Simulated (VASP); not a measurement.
VASP input:

KPOINTS:
```
Automatic mesh
0
Gamma
9 9 9
0 0 0
```

File POSCAR:
```
KF
5.2093390
  0.0000000000   0.5000000007   0.5000000007
  0.5000000007   0.0000000000   0.5000000007
  0.5000000007   0.5000000007   0.0000000000
K F
1 1
Cart
  0.0000000000   0.0000000000   0.0000000000
  0.5000000007   0.5000000007   0.5000000007
```

### INCAR
```
SYSTEM  =  KF
PREC  =  Accurate; ENCUT  =  520; LREAL  =  .False.
LASPH  =  .True.
EDIFF  =  1E-7; NELM  =  100; ALGO  =  Normal
LMIXTAU  =  .True.
ISMEAR  =  0; SIGMA  =  0.05
METAGGA  =  R2SCAN
ISIF  =  2
LWAVE  =  .False.; LCHARG  =  .False.
```

POTCAR, in this order: K_sv F (PBE.64 set). Program: vasp_std.

Question: Translate this r2SCAN calculation to Ansatz.

Answer: One equivalent input (not run):
Ansatz 0.2 input:
```yaml
crystal:
  lattice:
    - [0.0000000, 2.6046695, 2.6046695]
    - [2.6046695, 0.0000000, 2.6046695]
    - [2.6046695, 2.6046695, 0.0000000]
  atoms:
    - { symbol: K, position: [0.0000000, 0.0000000, 0.0000000] }
    - { symbol: F, position: [0.5000000, 0.5000000, 0.5000000] }
kpoints:
  mp_grid: { grid: [9, 9, 9] }
hamiltonian:
  xc: r2scan
  pseudopotentials: { kind: paw }
scf:
  occupations: { method: gaussian, width: 0.05 }
  max_iter: 100
output: { forces: true, stress: true, eigenvalues: true }
```
The two are equivalent in intent, not identical: each code has its own PAW files, so the cut-off isn't converted (ENCUT is set for VASP's; basis.ecutwfc is left out, and Ansatz then takes the one that its files recommend); Ansatz stops its SCF on the density residual and VASP on the energy change (EDIFF).

The compound is KF in the rock salt structure. This cell is one point of a volume scan, at 0.94 of the reference volume.
